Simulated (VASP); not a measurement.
**MoS2 (R3m): band edges, masses and strain**

Wanted: where the band edges of MoS2 lie, how heavy the carriers are and how strain moves the gap. The start is a cell from a database of measured crystal structures.

Method: PBEsol; plane waves and PAW (Mo_sv, S), in the first sound run; inputs show where later runs differ, in VASP 6.6.1.

Report form: the programs' logs are mostly left out.

### 1. The starting structure

It takes space group R3m (No. 160, trigonal). Conventional cell: a = 3.160 Å, b = 3.160 Å, c = 18.450 Å, α = 90.00°, β = 90.00°, γ = 120.00°. Nearest to Mo lie 6 S at 2.39 Å. S has 3 Mo at 2.39 Å nearest. S has 3 Mo at 2.39 Å nearest. Farther neighbours and most contacts between anions are not listed.

Structure file:

```
Mo S
1.0
     1.58000    0.91221    6.15000
    -1.58000    0.91221    6.15000
     0.00000   -1.82443    6.15000
Mo S
1 2
Direct
  0.00000 0.00000 0.00000
  0.25000 0.25000 0.25000
  0.41700 0.41700 0.41700
```

### 2. Relaxation of the atoms

The cell is kept as given; the atoms are relaxed first, so that no residual force shifts the band edges.

INCAR reads:

```
SYSTEM = MoS2
PREC = Accurate
ENCUT = 400
EDIFF = 1E-06
NELM = 100
ISMEAR = 0
SIGMA = 0.02
LREAL = .FALSE.
ALGO = Normal
GGA = PS
NBANDS = 19
LASPH = .TRUE.
LORBIT = 11
LWAVE = .FALSE.
LCHARG = .FALSE.
KPAR = 4
IBRION = 2
NSW = 40
ISIF = 2
EDIFFG = -0.005
```

POSCAR reads:

```
MoS2
1.0
    1.5799999400      0.9122133910      6.1500000000
   -1.5799999400      0.9122133910      6.1500000000
    0.0000000000     -1.8244267820      6.1500000000
Mo S
1 2
Direct
    0.0000000000      0.0000000000      0.0000000000
    0.2500000000      0.2500000000      0.2500000000
    0.4170000000      0.4170000000      0.4170000000
```

KPOINTS reads:

```
Automatic mesh
0
Gamma
10 10 10
0 0 0
```

PAW data sets: Mo_sv and S (PBE family, release 64).

Launch:

```
> mpirun -np 4 vasp_std
```

It took 71 s on 4 MPI ranks of Intel Xeon 6975P-C (Granite Rapids), shared host; peak memory 1.2 GiB; 4.2 min of CPU time.

The gap is read on the k-mesh alone, so it is an upper bound where the band edges lie off the mesh. The PAW data sets were made with PBE, which is usual practice but a small mismatch for other functionals. The run keeps the 6 symmetry operations of its start, so it cannot find a distortion of lower symmetry.

The steps of the relaxation:

| step | energy less that of the first step (eV) | largest force (eV/Å) |
| --- | --- | --- |
| 1 | 0.0000 | 0.2616 |
| 2 | -0.0023 | 0.1079 |
| 3 | -0.0023 | 0.0912 |
| 4 | -0.0024 | 0.0826 |
| 5 | -0.0025 | 0.0006 |

The atoms that moved most (Å):

| atom | dx | dy | dz | length |
| --- | --- | --- | --- | --- |
| S2 | 0.000 | 0.000 | -0.012 | 0.012 |
| S3 | 0.000 | 0.000 | 0.010 | 0.010 |

Final coordinates:

```xyz
3
Lattice="1.5800 0.9122 6.1500 -1.5800 0.9122 6.1500 0.0000 -1.8244 6.1500" Properties=species:S:1:pos:R:3 pbc="T T T"
Mo    0.0000    0.0000    0.0018
S     0.0000    0.0000    4.6006
S     0.0000    0.0000    7.7038
```

This step gave:

```
SCF cycles                     : 32
electrons                      : 26
bands                          : 19
irreducible k-points           : 116
symmetry operations            : 6
free energy (TOTEN)            : -23.44 eV
Fermi energy                   : 7.814 eV
pressure                       : -1.045 GPa
metallic                       : no
valence top at k               : 0.5, 0.5, 0.5
conduction bottom at k         : -0.2, 0.2, 0
least direct gap at k          : -0.3, 0.3, 0
gap on the k-mesh              : 0.9163 eV
least direct gap on the k-mesh : 1.970 eV
```

The relaxation ends 0.8 meV an atom lower, with a largest force of 6.0e-4 eV/Å.

### 3. Bands on a dense mesh

A dense even mesh and a path are solved together, since either alone can miss a band edge.

INCAR, as its differences from that of step 2:

```diff
@@ -10,3 +10,3 @@
 GGA = PS
-NBANDS = 19
+NBANDS = 26
 LASPH = .TRUE.
@@ -16,5 +16,2 @@
 KPAR = 4
-IBRION = 2
-NSW = 40
 ISIF = 2
-EDIFFG = -0.005
```

POSCAR reads:

```
MoS2
1.0
    1.5799999400      0.9122133910      6.1500000000
   -1.5799999400      0.9122133910      6.1500000000
    0.0000000000     -1.8244267820      6.1500000000
Mo S
1 2
Direct
    0.0000969778      0.0000969778      0.0000969778
    0.2493547625      0.2493547625      0.2493547625
    0.4175482597      0.4175482597      0.4175482597
```

KPOINTS reads:

```
Automatic mesh
0
Gamma
14 14 14
0 0 0
```

KPOINTS_OPT reads:

```
Line mode
24
Line-mode
Reciprocal
  0.00000000   0.00000000   0.00000000 GAMMA
  0.50000000   0.00000000   0.00000000 L

  0.50000000   0.00000000   0.00000000 L
  0.50000000   0.18133401  -0.18133401 B1

  0.81866599   0.50000000   0.18133401 B
  0.50000000   0.50000000   0.50000000 Z

  0.50000000   0.50000000   0.50000000 Z
  0.00000000   0.00000000   0.00000000 GAMMA

  0.00000000   0.00000000   0.00000000 GAMMA
  0.34066700   0.00000000  -0.34066700 X

  0.65933300   0.34066700   0.00000000 Q
  0.50000000   0.50000000   0.00000000 F

  0.50000000   0.50000000   0.00000000 F
  0.65933300   0.65933300   0.18133401 P1

  0.65933300   0.65933300   0.18133401 P1
  0.50000000   0.50000000   0.50000000 Z

  0.50000000   0.00000000   0.00000000 L
  0.81866599   0.34066700   0.34066700 P
```

Launch:

```
> mpirun -np 4 vasp_std
```

Run time: 2.3 min. Hardware: 4 MPI ranks; peak memory 2.2 GiB; 8.1 min of CPU time.

Numbers from this step:

```
SCF cycles                        : 14
bands                             : 26
irreducible k-points              : 288
Fermi energy                      : 7.852 eV
pressure                          : -1.031 GPa
least gap on mesh and path        : 0.8841 eV
least direct gap on mesh and path : 1.734 eV
conduction bottom at k            : 0.1777, 0, -0.1777
least direct gap at k             : 0.5, 0.1656, -0.1656
```

Electronic bands along the path, in eV, zero at the valence-band top; v1 is the highest filled band, c1 the lowest empty one:

| point | v4 | v3 | v2 | v1 | c1 | c2 | c3 | c4 |
| --- | --- | --- | --- | --- | --- | --- | --- | --- |
| Γ | -2.27 | -2.27 | -1.24 | -1.21 | 2.05 | 2.05 | 2.46 | 2.46 |
| 0.48 of the way | -3.24 | -2.57 | -1.61 | -1.48 | 1.21 | 1.82 | 2.53 | 3.00 |
| L | -4.00 | -2.36 | -1.60 | -1.49 | 1.62 | 2.02 | 3.46 | 3.48 |
| 0.48 of the way | -3.84 | -3.06 | -2.54 | -1.10 | 1.42 | 2.27 | 2.66 | 3.97 |
| B1 | -4.38 | -3.79 | -2.82 | -0.77 | 1.03 | 2.25 | 3.02 | 4.25 |
| jump to B | -4.38 | -3.79 | -2.82 | -0.77 | 1.03 | 2.25 | 3.02 | 4.25 |
| 0.48 of the way | -4.13 | -2.78 | -1.93 | -1.56 | 1.46 | 1.84 | 2.18 | 3.61 |
| Z | -3.41 | -2.24 | -2.24 | 0.00 | 2.15 | 2.15 | 2.32 | 2.32 |
| 0.52 of the way | -2.58 | -2.25 | -2.25 | -0.31 | 2.08 | 2.08 | 2.40 | 2.40 |
| Γ | -2.27 | -2.27 | -1.24 | -1.21 | 2.05 | 2.05 | 2.46 | 2.46 |
| 0.48 of the way | -3.71 | -2.69 | -1.54 | -1.49 | 0.91 | 1.79 | 2.25 | 3.60 |
| X | -4.39 | -3.71 | -2.88 | -0.75 | 1.00 | 2.26 | 3.00 | 4.26 |
| jump to Q | -4.39 | -3.71 | -2.88 | -0.75 | 1.00 | 2.26 | 3.00 | 4.26 |
| 0.48 of the way | -4.04 | -3.30 | -2.76 | -1.01 | 1.50 | 2.45 | 2.96 | 3.63 |
| F | -3.92 | -2.94 | -1.79 | -1.32 | 1.58 | 2.16 | 2.98 | 3.92 |
| 0.48 of the way | -3.93 | -2.91 | -1.78 | -1.32 | 1.58 | 2.17 | 2.99 | 3.89 |
| P1 | -3.94 | -2.81 | -1.75 | -1.34 | 1.58 | 2.19 | 3.04 | 3.80 |
| 0.48 of the way | -3.24 | -2.56 | -2.40 | -1.41 | 1.64 | 2.04 | 2.13 | 3.24 |
| Z | -3.41 | -2.24 | -2.24 | 0.00 | 2.15 | 2.15 | 2.32 | 2.32 |
| jump to L | -4.00 | -2.36 | -1.60 | -1.49 | 1.62 | 2.02 | 3.46 | 3.48 |
| 0.48 of the way | -3.98 | -2.51 | -1.64 | -1.43 | 1.61 | 2.09 | 3.32 | 3.58 |
| P | -3.94 | -2.81 | -1.75 | -1.34 | 1.58 | 2.19 | 3.04 | 3.80 |

Of the projections kept (Mo, S), the largest for each band there; the rest of the weight can lie on other orbitals:

| point | v4 | v3 | v2 | v1 | c1 | c2 | c3 | c4 |
| --- | --- | --- | --- | --- | --- | --- | --- | --- |
| Γ | Mo 0.62 | Mo 0.62 | S 0.58 | Mo 0.53 | S 0.51 | S 0.51 | S 0.61 | S 0.61 |
| L | Mo 0.57 | S 0.72 | S 0.82 | Mo 0.71 | Mo 0.96 | Mo 0.92 | Mo 0.63 | Mo 0.62 |
| B1 | S 0.64 | S 0.78 | S 0.67 | Mo 0.84 | Mo 0.92 | Mo 0.79 | Mo 0.78 | Mo 0.71 |
| B | S 0.64 | S 0.78 | S 0.67 | Mo 0.84 | Mo 0.92 | Mo 0.79 | Mo 0.78 | Mo 0.71 |
| Z | Mo 0.71 | Mo 0.63 | Mo 0.63 | Mo 0.70 | S 0.52 | S 0.52 | S 0.60 | S 0.60 |
| Γ | Mo 0.62 | Mo 0.62 | S 0.58 | Mo 0.53 | S 0.51 | S 0.51 | S 0.61 | S 0.61 |

At this level the gap is 0.88 eV.

On this path the gap is indirect, 0.88 eV, with the valence top at Z and the conduction bottom between Γ and X. The least direct gap is 1.73 eV.

### 4. Effective masses

Masses follow from the curvature at each edge; two step lengths test the parabola and the numerical noise.

INCAR reads:

```
SYSTEM = MoS2
PREC = Accurate
ENCUT = 400
EDIFF = 1E-08
NELM = 100
ISMEAR = 0
SIGMA = 0.02
LREAL = .FALSE.
ALGO = Normal
GGA = PS
NBANDS = 19
LASPH = .TRUE.
LORBIT = 11
LWAVE = .FALSE.
LCHARG = .FALSE.
KPAR = 4
```

POSCAR is that of step 3.

KPOINTS reads:

```
Automatic mesh
0
Gamma
10 10 10
0 0 0
```

KPOINTS_OPT reads:

```
points round the band edges
26
Reciprocal
  0.5000000000   0.5000000000   0.5000000000 1
  0.1777393000   0.0000000000  -0.1777393000 1
  0.4979882816   0.5020117184   0.5000000000 1
  0.5020117184   0.4979882816   0.5000000000 1
  0.4988385338   0.4988385338   0.5023229323 1
  0.5011614662   0.5011614662   0.4976770677 1
  0.4921695768   0.4921695768   0.4921695768 1
  0.5078304232   0.5078304232   0.5078304232 1
  0.4924560560   0.5075439440   0.5000000000 1
  0.5075439440   0.4924560560   0.5000000000 1
  0.4956445019   0.4956445019   0.5087109962 1
  0.5043554981   0.5043554981   0.4912890038 1
  0.4706359130   0.4706359130   0.4706359130 1
  0.5293640870   0.5293640870   0.5293640870 1
  0.1757275816   0.0020117184  -0.1777393000 1
  0.1797510184  -0.0020117184  -0.1777393000 1
  0.1765778338  -0.0011614662  -0.1754163677 1
  0.1789007662   0.0011614662  -0.1800622323 1
  0.1699088768  -0.0078304232  -0.1855697232 1
  0.1855697232   0.0078304232  -0.1699088768 1
  0.1701953560   0.0075439440  -0.1777393000 1
  0.1852832440  -0.0075439440  -0.1777393000 1
  0.1733838019  -0.0043554981  -0.1690283038 1
  0.1820947981   0.0043554981  -0.1864502962 1
  0.1483752130  -0.0293640870  -0.2071033870 1
  0.2071033870   0.0293640870  -0.1483752130 1
```

Launch:

```
> mpirun -np 4 vasp_std
```

The job ended after 46 s (4 MPI ranks; peak memory 1.3 GiB; 2.7 min of CPU time).

This step gave:

| Quantity | Value |
| --- | --- |
| SCF cycles | 17 |
| bands | 19 |
| irreducible k-points | 116 |
| Fermi energy | 7.814 eV |
| pressure | -1.029 GPa |

Central differences; holes have negative curvature. Effective masses along the Cartesian axes:

| edge | band from the gap | direction | step (Å⁻¹) | mass (electron masses) |
| --- | --- | --- | --- | --- |
| VBM | -1 | x | 0.008 | -0.6531 |
| VBM | -1 | y | 0.008 | -0.6532 |
| VBM | -1 | z | 0.008 | -0.9039 |
| VBM | -1 | x | 0.03 | -0.6863 |
| VBM | -1 | y | 0.03 | -0.6877 |
| VBM | -1 | z | 0.03 | -0.8961 |
| CBM | 1 | x | 0.008 | 0.7638 |
| CBM | 1 | y | 0.008 | 0.6733 |
| CBM | 1 | z | 0.008 | 0.5332 |
| CBM | 1 | x | 0.03 | 0.7663 |
| CBM | 1 | y | 0.03 | 0.6757 |
| CBM | 1 | z | 0.03 | 0.5359 |

The run ends at a pressure of -1.03 GPa, with forces up to 3.4e-4 eV/Å.

### 5. Bands with spin-orbit coupling

This step: PBEsol, spin-orbit coupling; plane waves and PAW (Mo_sv, S) (VASP 6.6.1).

Spin-orbit coupling can split and shift the band edges, more so for heavy elements, so the bands are solved again with spinors.

INCAR reads:

```
SYSTEM = MoS2
PREC = Accurate
ENCUT = 400
EDIFF = 1E-06
NELM = 100
ISMEAR = 0
SIGMA = 0.02
LREAL = .FALSE.
ALGO = Normal
GGA = PS
LNONCOLLINEAR = .TRUE.
MAGMOM = 0 0 0 0 0 0 0 0 0
NBANDS = 38
GGA_COMPAT = .FALSE.
LASPH = .TRUE.
LSORBIT = .TRUE.
LMAXMIX = 4
LORBIT = 11
LWAVE = .FALSE.
LCHARG = .FALSE.
KPAR = 4
ISIF = 2
```

POSCAR is that of step 4.

KPOINTS is that of step 4.

KPOINTS_OPT reads:

```
Line mode
16
Line-mode
Reciprocal
  0.00000000   0.00000000   0.00000000 GAMMA
  0.50000000   0.00000000   0.00000000 L

  0.50000000   0.00000000   0.00000000 L
  0.50000000   0.18133401  -0.18133401 B1

  0.81866599   0.50000000   0.18133401 B
  0.50000000   0.50000000   0.50000000 Z

  0.50000000   0.50000000   0.50000000 Z
  0.00000000   0.00000000   0.00000000 GAMMA

  0.00000000   0.00000000   0.00000000 GAMMA
  0.34066700   0.00000000  -0.34066700 X

  0.65933300   0.34066700   0.00000000 Q
  0.50000000   0.50000000   0.00000000 F

  0.50000000   0.50000000   0.00000000 F
  0.65933300   0.65933300   0.18133401 P1

  0.65933300   0.65933300   0.18133401 P1
  0.50000000   0.50000000   0.50000000 Z

  0.50000000   0.00000000   0.00000000 L
  0.81866599   0.34066700   0.34066700 P
```

Launch:

```
> mpirun -np 4 vasp_ncl
```

It took 7.4 min on 4 MPI ranks; peak memory 3.8 GiB; 28 min of CPU time.

Numbers from this step:

| Property | Result |
| --- | --- |
| SCF cycles | 15 |
| bands | 38 |
| irreducible k-points | 220 |
| free energy (TOTEN) | -23.54 eV |
| Fermi energy | 7.832 eV |
| pressure | -1.012 GPa |
| least gap on mesh and path | 0.8545 eV |
| least direct gap on mesh and path | 1.656 eV |
| conduction bottom at k | 0.1817, 0, -0.1817 |
| least direct gap at k | 0.5, 0.1692, -0.1692 |

The spin moment in the PAW sphere vanishes on all atoms.

On-site spin-orbit energy by atom:

| atom | on-site spin-orbit energy (eV) |
| --- | --- |
| Mo1 | -0.192 |
| S2 | -0.002 |
| S3 | -0.002 |

The electronic bands at the labelled points (eV, zero at the valence-band top; v1 is the highest filled band, c1 the lowest empty one):

| point | v4 | v3 | v2 | v1 | c1 | c2 | c3 | c4 |
| --- | --- | --- | --- | --- | --- | --- | --- | --- |
| Γ | -1.24 | -1.24 | -1.21 | -1.21 | 2.00 | 2.00 | 2.08 | 2.08 |
| 0.47 of the way | -1.59 | -1.58 | -1.45 | -1.45 | 1.20 | 1.21 | 1.84 | 1.84 |
| L | -1.61 | -1.61 | -1.48 | -1.48 | 1.61 | 1.61 | 2.02 | 2.02 |
| 0.47 of the way | -2.53 | -2.52 | -1.17 | -1.05 | 1.41 | 1.46 | 2.19 | 2.33 |
| B1 | -2.83 | -2.82 | -0.84 | -0.70 | 1.02 | 1.02 | 2.22 | 2.28 |
| jump to B | -2.83 | -2.82 | -0.84 | -0.70 | 1.02 | 1.02 | 2.22 | 2.28 |
| 0.47 of the way | -1.96 | -1.91 | -1.61 | -1.53 | 1.42 | 1.51 | 1.82 | 1.89 |
| Z | -2.20 | -2.20 | 0.00 | 0.00 | 2.10 | 2.10 | 2.17 | 2.17 |
| 0.47 of the way | -2.21 | -2.21 | -0.25 | -0.25 | 2.05 | 2.05 | 2.11 | 2.14 |
| Γ | -1.24 | -1.24 | -1.21 | -1.21 | 2.00 | 2.00 | 2.08 | 2.08 |
| 0.47 of the way | -1.58 | -1.51 | -1.46 | -1.45 | 0.91 | 0.94 | 1.77 | 1.78 |
| X | -2.88 | -2.87 | -0.82 | -0.68 | 0.99 | 0.99 | 2.23 | 2.28 |
| jump to Q | -2.88 | -2.87 | -0.82 | -0.68 | 0.99 | 0.99 | 2.23 | 2.28 |
| 0.47 of the way | -2.77 | -2.75 | -1.06 | -0.95 | 1.46 | 1.51 | 2.39 | 2.53 |
| F | -1.79 | -1.79 | -1.32 | -1.32 | 1.56 | 1.56 | 2.16 | 2.16 |
| 0.47 of the way | -1.79 | -1.78 | -1.32 | -1.32 | 1.57 | 1.57 | 2.16 | 2.17 |
| P1 | -1.76 | -1.75 | -1.34 | -1.34 | 1.57 | 1.57 | 2.18 | 2.19 |
| 0.47 of the way | -2.41 | -2.41 | -1.45 | -1.44 | 1.62 | 1.62 | 2.01 | 2.05 |
| Z | -2.20 | -2.20 | 0.00 | 0.00 | 2.10 | 2.10 | 2.17 | 2.17 |
| jump to L | -1.61 | -1.61 | -1.48 | -1.48 | 1.61 | 1.61 | 2.02 | 2.02 |
| 0.47 of the way | -1.66 | -1.65 | -1.42 | -1.42 | 1.60 | 1.60 | 2.09 | 2.09 |
| P | -1.76 | -1.75 | -1.34 | -1.34 | 1.57 | 1.57 | 2.18 | 2.19 |

Of the projections kept (Mo, S), the largest for each band there; the rest of the weight can lie on other orbitals:

| point | v4 | v3 | v2 | v1 | c1 | c2 | c3 | c4 |
| --- | --- | --- | --- | --- | --- | --- | --- | --- |
| Γ | S 0.65 | S 0.65 | Mo 0.60 | Mo 0.60 | S 0.51 | S 0.51 | S 0.51 | S 0.51 |
| L | S 0.75 | S 0.75 | Mo 0.63 | Mo 0.63 | Mo 0.96 | Mo 0.96 | Mo 0.92 | Mo 0.92 |
| B1 | S 0.67 | S 0.67 | Mo 0.84 | Mo 0.83 | Mo 0.92 | Mo 0.92 | Mo 0.79 | Mo 0.79 |
| B | S 0.67 | S 0.67 | Mo 0.84 | Mo 0.83 | Mo 0.92 | Mo 0.92 | Mo 0.79 | Mo 0.79 |
| Z | Mo 0.63 | Mo 0.63 | Mo 0.70 | Mo 0.70 | S 0.52 | S 0.52 | S 0.54 | S 0.54 |
| Γ | S 0.65 | S 0.65 | Mo 0.60 | Mo 0.60 | S 0.51 | S 0.51 | S 0.51 | S 0.51 |

### 6. Effective masses with spin-orbit coupling

The masses are taken again with the coupling, at the edges of the step before.

INCAR, as its differences from that of step 5:

```diff
@@ -3,3 +3,3 @@
 ENCUT = 400
-EDIFF = 1E-06
+EDIFF = 1E-08
 NELM = 100
@@ -21,2 +21 @@
 KPAR = 4
-ISIF = 2
```

POSCAR is that of step 5.

KPOINTS is that of step 5.

KPOINTS_OPT reads:

```
points round the band edges
26
Reciprocal
  0.5000000000   0.5000000000   0.5000000000 1
  0.1816890700   0.0000000000  -0.1816890700 1
  0.4979882816   0.5020117184   0.5000000000 1
  0.5020117184   0.4979882816   0.5000000000 1
  0.4988385338   0.4988385338   0.5023229323 1
  0.5011614662   0.5011614662   0.4976770677 1
  0.4921695768   0.4921695768   0.4921695768 1
  0.5078304232   0.5078304232   0.5078304232 1
  0.4924560560   0.5075439440   0.5000000000 1
  0.5075439440   0.4924560560   0.5000000000 1
  0.4956445019   0.4956445019   0.5087109962 1
  0.5043554981   0.5043554981   0.4912890038 1
  0.4706359130   0.4706359130   0.4706359130 1
  0.5293640870   0.5293640870   0.5293640870 1
  0.1796773516   0.0020117184  -0.1816890700 1
  0.1837007884  -0.0020117184  -0.1816890700 1
  0.1805276038  -0.0011614662  -0.1793661377 1
  0.1828505362   0.0011614662  -0.1840120023 1
  0.1738586468  -0.0078304232  -0.1895194932 1
  0.1895194932   0.0078304232  -0.1738586468 1
  0.1741451260   0.0075439440  -0.1816890700 1
  0.1892330140  -0.0075439440  -0.1816890700 1
  0.1773335719  -0.0043554981  -0.1729780738 1
  0.1860445681   0.0043554981  -0.1904000662 1
  0.1523249830  -0.0293640870  -0.2110531570 1
  0.2110531570   0.0293640870  -0.1523249830 1
```

Launch:

```
> mpirun -np 4 vasp_ncl
```

Elapsed: 6.6 min, on 4 MPI ranks; peak memory 3.9 GiB.

Numbers from this step:

- SCF cycles: 18
- Fermi energy: 7.831 eV

The spin moment in the PAW sphere vanishes on all atoms.

On-site spin-orbit energy by atom:

| atom | on-site spin-orbit energy (eV) |
| --- | --- |
| Mo1 | -0.192 |
| S2 | -0.002 |
| S3 | -0.002 |

Central differences; holes have negative curvature. Effective masses along the Cartesian axes:

| edge | band from the gap | direction | step (Å⁻¹) | mass (electron masses) |
| --- | --- | --- | --- | --- |
| VBM | -1 | x | 0.008 | -0.6648 |
| VBM | -2 | x | 0.008 | -0.6389 |
| VBM | -1 | y | 0.008 | -0.6647 |
| VBM | -2 | y | 0.008 | -0.6392 |
| VBM | -1 | z | 0.008 | -0.9028 |
| VBM | -2 | z | 0.008 | -0.9028 |
| VBM | -1 | x | 0.03 | -0.6883 |
| VBM | -2 | x | 0.03 | -0.6809 |
| VBM | -1 | y | 0.03 | -0.6897 |
| VBM | -2 | y | 0.03 | -0.6823 |
| VBM | -1 | z | 0.03 | -0.895 |
| VBM | -2 | z | 0.03 | -0.895 |
| CBM | 1 | x | 0.008 | 0.7312 |
| CBM | 2 | x | 0.008 | 0.7798 |
| CBM | 1 | y | 0.008 | 0.6327 |
| CBM | 2 | y | 0.008 | 0.6914 |
| CBM | 1 | z | 0.008 | 0.5357 |
| CBM | 2 | z | 0.008 | 0.5316 |
| CBM | 1 | x | 0.03 | 0.7334 |
| CBM | 2 | x | 0.03 | 0.7823 |
| CBM | 1 | y | 0.03 | 0.635 |
| CBM | 2 | y | 0.03 | 0.6941 |
| CBM | 1 | z | 0.03 | 0.5383 |
| CBM | 2 | z | 0.03 | 0.5341 |

### 7. Dielectric tensor, Born charges and zone-centre modes

This step: PBEsol; plane waves and PAW (Mo_sv, S) (VASP 6.6.1).

Perturbation theory gives the screening, the Born charges and the zone-centre modes; it wants a tight threshold.

INCAR reads:

```
SYSTEM = MoS2
PREC = Accurate
ENCUT = 400
EDIFF = 1E-08
NELM = 100
ISMEAR = 0
SIGMA = 0.02
LREAL = .FALSE.
ALGO = Normal
GGA = PS
NBANDS = 19
LASPH = .TRUE.
LORBIT = 11
LWAVE = .FALSE.
LCHARG = .FALSE.
KPAR = 4
IBRION = 8
LEPSILON = .TRUE.
```

POSCAR is that of step 6.

KPOINTS reads:

```
Automatic mesh
0
Gamma
14 14 14
0 0 0
```

Launch:

```
> mpirun -np 4 vasp_std
```

The job ended after 41 min (4 MPI ranks).

The run was cut off at its time limit.

More ranks or a longer limit might have been enough; this was not tried.

[end of part 1 of 3]

[Lines on the potential files, build, host, timing and source positions are cut from VASP's logs without a mark.]

[Logs are printed without paths, hosts, clocks, repeated set-up lines and the standing remarks that a program may print on its own settings, such as how far it seeks lower states.]

[Hosts, paths, dates, database ids (printed as entryN), source tags and the programs' standing remarks are cut or masked in the printed files.]

[In band tables of VASP the shares of atoms and orbitals are scaled to a sum of 1 inside the atoms' spheres.]

[Gaps and slopes under strain along one axis are those of the sampled path and mesh points; where strain splits equal valleys, another of them can be the edge.]
